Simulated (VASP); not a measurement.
```xyz
4
Lattice="1.6675 -5.4219 0.0000 1.6675 5.4219 0.0000 0.0000 0.0000 4.2555" Properties=species:S:1:pos:R:3 pbc="T T T"
Zr     1.6675     3.6816     3.1916
Zr     1.6675    -3.6816     1.0639
Al     1.6675     0.7768     3.1916
Al     1.6675    -0.7768     1.0639
```

Method: PBEsol GGA with spin-orbit coupling, VASP's PBE PAW potentials (set 64) (plane waves; VASP 6.6.1). Run with 400 eV cut-off, 9×9×7 Γ-centred mesh, Gaussian smearing of 0.050 eV, potentials Zr_sv Al.

Problem. Estimate the energy per atom (σ→0), band gap (over mesh and band path) with the smallest direct gap where there is one.

Solution. 
```yaml
band gap (over mesh and band path): none (metal, semimetal or under 0.01 eV)
energy per atom (σ→0): -7.089 eV/atom
```

Only differences to runs with the same potentials and settings are physical.

The structure comes from a computed database's ZrAl entry (Cmcm); how it stands against other phases isn't given here. It was relaxed first.
